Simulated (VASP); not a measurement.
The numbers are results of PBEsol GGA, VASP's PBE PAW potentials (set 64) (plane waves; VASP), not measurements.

VASP ran on this input.

**INCAR**
```
SYSTEM = CaPd5
PREC = Accurate
ENCUT = 300
EDIFF = 1E-6
NELM = 100
ALGO = Normal
LREAL = .FALSE.
LASPH = .TRUE.
ISMEAR = -1
SIGMA = 0.1
GGA = PS
LMAXMIX = 4
LWAVE = .FALSE.
LCHARG = .FALSE.
ISIF = 2
```

File POSCAR:
```
CaPd5
1
    5.1470000000     0.0000000000     0.0000000000
   -2.5735000000     4.4574330000     0.0000000000
    0.0000000000     0.0000000000     4.2240000000
Ca Pd
1 5
Direct
  0.0000000000   0.0000000000   0.0000000000
  0.5000000000   0.0000000000   0.5000000000
  0.5000000000   0.5000000000   0.5000000000
  0.0000000000   0.5000000000   0.5000000000
  0.3333330000   0.6666670000   0.0000000000
  0.6666670000   0.3333330000   0.0000000000
```

File KPOINTS:
```
Automatic mesh
0
Gamma
7 7 7
0 0 0
```

POTCAR, in this order: Ca_sv Pd (PBE.64 set). Program: vasp_std.

At this cut-off the stress carries a Pulay error, which pulls relaxed volumes low.

Question: What does the run give for the energy per atom (σ→0), pressure, band gap (on the k-mesh)?

Answer: 
```
Quantity                                                    Result
------------------------  ----------------------------------------
energy per atom (σ→0)                               -5.619 eV/atom
band gap (on the k-mesh)  none (metal, semimetal or under 0.01 eV)
pressure                                                 13.48 GPa
```

File OSZICAR:
```
...
DAV:   9    -0.337886662275E+02    0.47270E-01   -0.12890E-01  2936   0.352E+00    0.321E-01
DAV:  10    -0.337882779007E+02    0.38833E-03   -0.82587E-03  2780   0.552E-01    0.175E-01
DAV:  11    -0.337883425699E+02   -0.64669E-04   -0.13702E-03  2628   0.327E-01    0.846E-02
DAV:  12    -0.337882541835E+02    0.88386E-04   -0.52683E-04  2680   0.230E-01    0.177E-02
DAV:  13    -0.337882492469E+02    0.49366E-05   -0.45128E-05  2616   0.585E-02    0.112E-02
DAV:  14    -0.337882474401E+02    0.18068E-05   -0.51179E-06  2628   0.204E-02    0.291E-03
DAV:  15    -0.337882473055E+02    0.13454E-06   -0.69329E-07  1384   0.553E-03
   1 F= -.33788247E+02 E0= -.33711676E+02  d E =-.153142E+00
```

The structure comes from a measured CaPd5 entry of the Crystallography Open Database, whose conditions weren't checked. The cell was not relaxed at this level.
